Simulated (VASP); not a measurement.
# ZnS (Sphalerite): structure and properties in VASP, part 2 of 2

What structure and properties does r2SCAN give ZnS (Sphalerite), and how near are they to the measured ones? The start is a cell from a database of measured crystal structures.

VASP 6.6.1, plane waves and PAW; the level of theory is named at each step.

So far, least gap on mesh and path (eV): step 5 (bands along the symmetry lines (r2SCAN)) 2.73.

## (9) Band structure (HSE06)

This step: HSE06; plane waves and PAW (Zn, S) (VASP 6.6.1).

HSE06 mixes in a quarter of exact exchange at short range, at far higher cost; in semiconductors this cures much of the gap error, while metals seldom gain.

The input, INCAR:

```
SYSTEM = ZnS
PREC = Accurate
ENCUT = 400
EDIFF = 1E-06
NELM = 100
ISMEAR = 0
SIGMA = 0.05
LREAL = .FALSE.
ALGO = Normal
LHFCALC = .TRUE.
AEXX = 0.25
GGA = PE
HFSCREEN = 0.2
LASPH = .TRUE.
NBANDS = 15
PRECFOCK = Fast
LORBIT = 11
LWAVE = .FALSE.
LCHARG = .FALSE.
KPAR = 2
```

The input, POSCAR:

```
ZnS
1.0
    0.0000000000      2.6902736767      2.6902736767
    2.6902736767      0.0000000000      2.6902736767
    2.6902736767      2.6902736767      0.0000000000
Zn S
1 1
Direct
    0.0000000000      0.0000000000      0.0000000000
    0.2500000000      0.2500000000      0.2500000000
```

The input, KPOINTS:

```
Automatic mesh
0
Gamma
5 5 5
0 0 0
```

The input, KPOINTS_OPT:

```
Line mode
6
Line-mode
Reciprocal
  0.00000000   0.00000000   0.00000000 GAMMA
  0.50000000   0.00000000   0.50000000 X

  0.50000000   0.00000000   0.50000000 X
  0.50000000   0.25000000   0.75000000 W

  0.50000000   0.25000000   0.75000000 W
  0.37500000   0.37500000   0.75000000 K

  0.37500000   0.37500000   0.75000000 K
  0.00000000   0.00000000   0.00000000 GAMMA

  0.00000000   0.00000000   0.00000000 GAMMA
  0.50000000   0.50000000   0.50000000 L

  0.50000000   0.50000000   0.50000000 L
  0.62500000   0.25000000   0.62500000 U

  0.62500000   0.25000000   0.62500000 U
  0.50000000   0.25000000   0.75000000 W

  0.50000000   0.25000000   0.75000000 W
  0.50000000   0.50000000   0.50000000 L

  0.50000000   0.50000000   0.50000000 L
  0.37500000   0.37500000   0.75000000 K

  0.62500000   0.25000000   0.62500000 U
  0.50000000   0.00000000   0.50000000 X
```

PAW data sets: Zn and S (PBE family, release 64).

The run starts from files that an earlier step left in the folder.

Command:

```
$ mpirun -np 2 vasp_std
```

It took 13 min on 2 MPI ranks of AMD EPYC 7R43, shared host; peak memory 0.44 GiB; 26 min of CPU time.

The k-mesh is coarse for exact exchange; levels may shift by about 0.1 eV on a finer one.

Numbers from this step:

```yaml
scf_cycles: 7
free_energy_toten: -8.377 eV
fermi_energy: 1.713 eV
least_gap_on_mesh_and_path: 3.410 eV
least_direct_gap_on_mesh_and_path: 3.410 eV
```

Electronic bands along the path, in eV, zero at the valence-band top; v1 is the highest filled band, c1 the lowest empty one:

| point | v4 | v3 | v2 | v1 | c1 | c2 | c3 | c4 |
| --- | --- | --- | --- | --- | --- | --- | --- | --- |
| Γ | -7.44 | 0.00 | 0.00 | 0.00 | 3.41 | 7.69 | 7.69 | 7.69 |
| 0.40 of the way | -7.41 | -2.10 | -0.97 | -0.97 | 5.51 | 6.20 | 9.29 | 9.29 |
| X | -7.16 | -5.06 | -2.40 | -2.40 | 4.37 | 5.27 | 12.68 | 13.82 |
| 0.40 of the way | -7.09 | -5.01 | -2.62 | -2.59 | 4.98 | 5.86 | 11.65 | 12.09 |
| W | -6.98 | -4.90 | -3.03 | -2.93 | 6.80 | 7.62 | 9.29 | 9.44 |
| 0.40 of the way | -7.00 | -4.93 | -3.25 | -2.50 | 6.20 | 7.43 | 9.68 | 10.18 |
| K | -7.03 | -4.97 | -3.41 | -1.96 | 5.23 | 7.34 | 10.83 | 11.34 |
| 0.40 of the way | -7.38 | -4.01 | -2.39 | -0.78 | 6.20 | 8.01 | 8.21 | 9.06 |
| Γ | -7.44 | 0.00 | 0.00 | 0.00 | 3.41 | 7.69 | 7.69 | 7.69 |
| 0.40 of the way | -7.44 | -2.31 | -0.36 | -0.36 | 4.69 | 7.86 | 8.25 | 8.25 |
| L | -7.20 | -5.70 | -0.94 | -0.94 | 4.59 | 8.20 | 8.20 | 10.29 |
| 0.40 of the way | -7.15 | -5.47 | -1.93 | -1.21 | 5.53 | 7.50 | 8.92 | 10.31 |
| U | -7.03 | -4.97 | -3.41 | -1.96 | 5.23 | 7.34 | 10.83 | 11.34 |
| 0.40 of the way | -7.02 | -4.95 | -3.34 | -2.23 | 5.71 | 7.38 | 10.16 | 10.66 |
| W | -6.98 | -4.90 | -3.03 | -2.93 | 6.80 | 7.62 | 9.29 | 9.44 |
| 0.40 of the way | -7.08 | -5.12 | -2.89 | -1.84 | 6.55 | 7.08 | 9.18 | 10.79 |
| L | -7.20 | -5.70 | -0.94 | -0.94 | 4.59 | 8.20 | 8.20 | 10.29 |
| 0.40 of the way | -7.15 | -5.47 | -1.93 | -1.21 | 5.53 | 7.50 | 8.92 | 10.31 |
| K | -7.03 | -4.97 | -3.41 | -1.96 | 5.23 | 7.34 | 10.83 | 11.34 |
| jump to U | -7.03 | -4.97 | -3.41 | -1.96 | 5.23 | 7.34 | 10.83 | 11.34 |
| 0.40 of the way | -7.09 | -5.01 | -2.96 | -2.23 | 4.82 | 6.09 | 11.70 | 12.46 |
| X | -7.16 | -5.06 | -2.40 | -2.40 | 4.37 | 5.27 | 12.68 | 13.82 |

Of the projections kept (Zn, S), the largest for each band there; the rest of the weight can lie on other orbitals:

| point | v4 | v3 | v2 | v1 | c1 | c2 | c3 | c4 |
| --- | --- | --- | --- | --- | --- | --- | --- | --- |
| Γ | Zn 1.00 | S 0.77 | S 0.77 | S 0.77 | S 0.51 | Zn 0.98 | Zn 0.98 | Zn 0.98 |
| X | Zn 0.96 | Zn 0.59 | S 0.74 | S 0.74 | Zn 0.78 | Zn 0.84 | S 0.77 | Zn 0.59 |
| W | Zn 0.96 | Zn 0.51 | S 0.65 | S 0.73 | S 0.59 | Zn 0.56 | Zn 0.76 | Zn 0.76 |
| K | Zn 0.96 | Zn 0.52 | S 0.67 | S 0.73 | Zn 0.79 | Zn 0.53 | S 0.61 | Zn 0.64 |
| Γ | Zn 1.00 | S 0.77 | S 0.77 | S 0.77 | S 0.51 | Zn 0.98 | Zn 0.98 | Zn 0.98 |
| L | Zn 0.98 | S 0.57 | S 0.75 | S 0.75 | Zn 0.71 | Zn 0.92 | Zn 0.92 | S 0.78 |

The gap moves by +0.68 eV against r2SCAN, which ran on another mesh.

## (10) Bands along the symmetry lines (TB-mBJ)

This step: TB-mBJ; plane waves and PAW (Zn, S) (VASP 6.6.1).

The mesh alone shows little of the dispersion and can miss band extrema, so KPOINTS_OPT adds a path through the symmetry points after the self-consistent cycle. TB-mBJ is a local potential fitted to gaps: it costs far less than a hybrid but gives no energy.

The input, INCAR:

```
SYSTEM = ZnS
PREC = Accurate
ENCUT = 400
EDIFF = 1E-06
NELM = 150
ISMEAR = 0
SIGMA = 0.05
LREAL = .FALSE.
ALGO = Normal
METAGGA = MBJ
LASPH = .TRUE.
NBANDS = 21
LORBIT = 11
LWAVE = .FALSE.
LCHARG = .FALSE.
KPAR = 2
```

POSCAR is that of step 9.

The input, KPOINTS:

```
Automatic mesh
0
Gamma
7 7 7
0 0 0
```

KPOINTS_OPT: that of step 9 with these lines changed.

```diff
@@ -1,3 +1,3 @@
 Line mode
-6
+16
 Line-mode
```

Command:

```
$ mpirun -np 2 vasp_std
```

The job ended after 1.7 min (2 MPI ranks; peak memory 0.28 GiB; 3.4 min of CPU time).

This functional is a potential without an energy, so its energies, forces and stress mean nothing and are not read.

Numbers from this step:

```
SCF cycles                        : 49
bands                             : 21
irreducible k-points              : 20
Fermi energy                      : 2.724 eV
least gap on mesh and path        : 3.746 eV
least direct gap on mesh and path : 3.746 eV
```

Electronic bands along the path, in eV, zero at the valence-band top; v1 is the highest filled band, c1 the lowest empty one:

| point | v4 | v3 | v2 | v1 | c1 | c2 | c3 | c4 |
| --- | --- | --- | --- | --- | --- | --- | --- | --- |
| Γ | -5.27 | 0.00 | 0.00 | 0.00 | 3.75 | 7.56 | 7.56 | 7.56 |
| 0.53 of the way | -5.23 | -2.34 | -1.22 | -1.22 | 5.58 | 5.89 | 9.81 | 9.93 |
| X | -5.10 | -4.05 | -2.06 | -2.06 | 4.53 | 5.29 | 12.30 | 13.56 |
| 0.47 of the way | -5.03 | -4.07 | -2.25 | -2.25 | 5.23 | 5.96 | 10.94 | 11.30 |
| W | -4.94 | -4.10 | -2.49 | -2.47 | 6.61 | 7.32 | 9.10 | 9.14 |
| 0.47 of the way | -4.97 | -4.11 | -2.72 | -2.02 | 5.97 | 7.14 | 9.51 | 10.01 |
| K | -4.99 | -4.14 | -2.82 | -1.66 | 5.29 | 7.08 | 10.38 | 10.85 |
| 0.47 of the way | -5.25 | -2.88 | -1.65 | -0.51 | 6.01 | 7.64 | 8.03 | 8.57 |
| Γ | -5.27 | 0.00 | 0.00 | 0.00 | 3.75 | 7.56 | 7.56 | 7.56 |
| 0.53 of the way | -5.27 | -2.66 | -0.46 | -0.46 | 4.95 | 8.15 | 8.15 | 8.26 |
| L | -5.12 | -4.86 | -0.79 | -0.79 | 4.75 | 7.94 | 7.94 | 10.18 |
| 0.47 of the way | -5.09 | -4.56 | -1.78 | -1.10 | 5.68 | 7.30 | 8.81 | 9.87 |
| U | -4.99 | -4.14 | -2.82 | -1.66 | 5.29 | 7.08 | 10.38 | 10.85 |
| 0.47 of the way | -4.97 | -4.11 | -2.74 | -1.95 | 5.83 | 7.13 | 9.65 | 10.16 |
| W | -4.94 | -4.10 | -2.49 | -2.47 | 6.61 | 7.32 | 9.10 | 9.14 |
| 0.47 of the way | -5.06 | -4.39 | -2.18 | -1.39 | 6.26 | 6.95 | 8.96 | 10.09 |
| L | -5.12 | -4.86 | -0.79 | -0.79 | 4.75 | 7.94 | 7.94 | 10.18 |
| 0.47 of the way | -5.09 | -4.56 | -1.78 | -1.10 | 5.68 | 7.30 | 8.81 | 9.87 |
| K | -4.99 | -4.14 | -2.82 | -1.66 | 5.29 | 7.08 | 10.38 | 10.85 |
| jump to U | -4.99 | -4.14 | -2.82 | -1.66 | 5.29 | 7.08 | 10.38 | 10.85 |
| 0.47 of the way | -5.05 | -4.07 | -2.41 | -1.94 | 4.87 | 5.84 | 11.42 | 12.15 |
| X | -5.10 | -4.05 | -2.06 | -2.06 | 4.53 | 5.29 | 12.30 | 13.56 |

Of the projections kept (Zn, S), the largest for each band there; the rest of the weight can lie on other orbitals:

| point | v4 | v3 | v2 | v1 | c1 | c2 | c3 | c4 |
| --- | --- | --- | --- | --- | --- | --- | --- | --- |
| Γ | Zn 1.00 | S 0.73 | S 0.73 | S 0.73 | S 0.51 | Zn 0.98 | Zn 0.98 | Zn 0.98 |
| X | Zn 0.97 | Zn 0.68 | S 0.71 | S 0.71 | Zn 0.79 | Zn 0.85 | S 0.74 | Zn 0.62 |
| W | Zn 0.97 | Zn 0.52 | S 0.72 | S 0.57 | S 0.54 | Zn 0.59 | Zn 0.76 | Zn 0.75 |
| K | Zn 0.97 | Zn 0.52 | S 0.60 | S 0.70 | Zn 0.80 | Zn 0.55 | S 0.58 | Zn 0.65 |
| Γ | Zn 1.00 | S 0.73 | S 0.73 | S 0.73 | S 0.51 | Zn 0.98 | Zn 0.98 | Zn 0.98 |
| L | Zn 0.98 | S 0.63 | S 0.71 | S 0.71 | Zn 0.71 | Zn 0.93 | Zn 0.93 | S 0.77 |

The gap moves by +1.01 eV against r2SCAN.

## (11) Results

```yaml
relaxed_volume: 19.47 Å³/atom
relaxed_conventional_cell_a_b_c: 5.381, 5.381, 5.381 Å
space_group_after_relaxing_within_0p02_a: F-43m (No. 216)
band_gap: 2.73 eV, direct
gap_among_the_points_of_the_dos_mesh_alone_an_upper_bound: 2.73 eV
strongest_peak_of_eps_2_mean_over_directions: 6.92 eV
eps_1_at_zero_frequency_no_local_fields_mean: 5.58
band_gap_hse06: 3.41 eV, direct
band_gap_tb_mbj: 3.75 eV, direct
```

What this shows: With r2SCAN, ZnS (Sphalerite) relaxes to 19.47 Å³/atom in space group F-43m (held by the symmetry of the run) and has a direct gap of 2.73 eV (3.41 eV with HSE06). Against the listed cell the volume lies -1.6 %. Bands along the symmetry lines (r2SCAN): On this path the gap is direct, 2.73 eV, with the valence top at Γ and the conduction bottom at Γ. Band structure (HSE06): On this path the gap is direct, 3.41 eV, with the valence top at Γ and the conduction bottom at Γ. Bands along the symmetry lines (TB-mBJ): On this path the gap is direct, 3.75 eV, with the valence top at Γ and the conduction bottom at Γ. The other levels ran on the cell relaxed with r2SCAN, and without spin-orbit coupling unless named. Semilocal functionals usually underestimate gaps. No search among competing phases was made, and a listed structure need not be the one stable at ambient conditions. All values are for a static lattice at zero temperature.

Calculation against experiment:

| quantity | measured | r2SCAN | HSE06 | TB-mBJ |
| --- | --- | --- | --- | --- |
| lattice constant a (Å) | 5.411 | 5.381 (-0.6 %) | - | - |
| band gap (direct gap) (eV) | 3.85 | 2.73 (-1.12 eV) | 3.41 (-0.44 eV) | 3.75 (-0.10 eV) |

Cost of the run behind each value, in core time: r2SCAN 8.3 min, HSE06 27 min, TB-mBJ 3.4 min.

Measured values from pmc:11595366 (2024) and arxiv:0911.5022 (2009).

How well it matches: The lattice constant a is off by -0.6 %: good agreement. For the band gap, of the levels listed nearest comes TB-mBJ (-0.10 eV, good agreement) and farthest r2SCAN (-1.12 eV, a clear miss). Zero-point and thermal motion shift the measured gap. The grades are ours: good and fair within 0.7 and 1.5 % for the lattice constant a. For lattice constants the calculation has a static lattice, without zero-point motion or thermal expansion.

[Lines on the potential files, build, host, timing and source positions are cut from VASP's logs without a mark.]

[Logs are printed without paths, hosts, clocks, repeated set-up lines and the standing remarks that a program may print on its own settings, such as how far it seeks lower states.]

[Hosts, paths, dates, database ids (printed as entryN), source tags and the programs' standing remarks are cut or masked in the printed files.]

[A measured line is paired with the nearest computed mode of its activity, which favours agreement.]
